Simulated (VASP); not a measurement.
VASP ran on this input.

File KPOINTS:
```
Automatic
0
G
  12 12 7
0 0 0
```

### POSCAR
```
Lu
1
    1.7633216228    -3.0541627312     0.0000000000
    1.7633216228     3.0541627312     0.0000000000
    0.0000000000     0.0000000000     5.5123237415
Lu
2
Direct
  0.3333330000   0.6666670000   0.2500000000
  0.6666670000   0.3333330000   0.7500000000
```

**INCAR**
```
SYSTEM = Lu
PREC = Accurate; ENCUT = 520; LREAL = .FALSE.
LASPH = .TRUE.
EDIFF = 1E-7; NELM = 100; ALGO = Normal
LMAXMIX = 6
ISMEAR = 1; SIGMA = 0.1
GGA = RP
IBRION = 2; NSW = 30; ISIF = 4
EDIFFG = -0.01
LWAVE = .FALSE.; LCHARG = .FALSE.
```

POTCAR, in this order: Lu_3 (PBE.64 set). Program: vasp_std.

Translate this RPBE calculation to Quantum ESPRESSO's pw.x.

One equivalent input (not run):
```
&CONTROL
  calculation = 'vc-relax'
  pseudo_dir = './pseudo'
  outdir = './out'
  tprnfor = .true.
  tstress = .true.
  nstep = 30
  forc_conv_thr = 0.00039
/
&SYSTEM
  ibrav = 0
  nat = 2
  ntyp = 1
  ecutwfc = 100
  occupations = 'smearing'
  smearing = 'methfessel-paxton'
  degauss = 0.00735
  input_dft = 'rpbe'
/
&ELECTRONS
  conv_thr = 7.3e-09
  electron_maxstep = 100
/
&IONS
/
&CELL
  cell_dofree = 'shape'
/
ATOMIC_SPECIES
  Lu 174.967 Lu.upf
CELL_PARAMETERS angstrom
     1.7633216   -3.0541627    0.0000000
     1.7633216    3.0541627    0.0000000
     0.0000000    0.0000000    5.5123237
ATOMIC_POSITIONS crystal
  Lu   0.3333330  0.6666670  0.2500000
  Lu   0.6666670  0.3333330  0.7500000
K_POINTS automatic
  12 12 7 0 0 0
```
The two are equivalent in intent, not identical: the potentials are each code's own (VASP's PAW set, PseudoDojo norm-conserving files in pw.x), so ENCUT and ecutwfc are chosen apart and not converted; conv_thr bounds pw.x's estimated SCF error, while EDIFF bounds the energy change between steps; forc_conv_thr acts on force components and is met together with etot_conv_thr.

The compound is Lu in the hcp structure. This cell is one point of a volume scan, at 0.97 of the reference volume. Symmetry was kept, so distortions that lower it aren't found.
